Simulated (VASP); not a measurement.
The cell holds one PtTe₂ (1T layered) monolayer, with vacuum along c.

Here is the system:

```yaml
crystal:
  lattice:
    - [4.00365, 0.00000, 0.00000]
    - [-2.00183, 3.46727, 0.00000]
    - [0.00000, 0.00000, 20.03993]
  atoms:
    - { symbol: Te, position: [0.66667, 0.33333, 0.42898] }
    - { symbol: Te, position: [0.33333, 0.66667, 0.57102] }
    - { symbol: Pt, position: [0.00000, 0.00000, 0.50000] }
```

The numbers are results of optB88-vdW, VASP's PBE PAW potentials (set 64) (plane waves; VASP), not measurements. Numerical set-up: 400 eV cut-off, 12×12×1 Γ-centred mesh, first-order Methfessel-Paxton smearing of 0.10 eV, potentials Te Pt.

Question: Predict its energy to cut it from the bulk, per area.

Answer: 
| Property | Value |
|---|---|
| energy to cut it from the bulk, per area | 31.2 meV/Å² |

The cell is a sheet with vacuum, built from PtTe2 (1T layered).
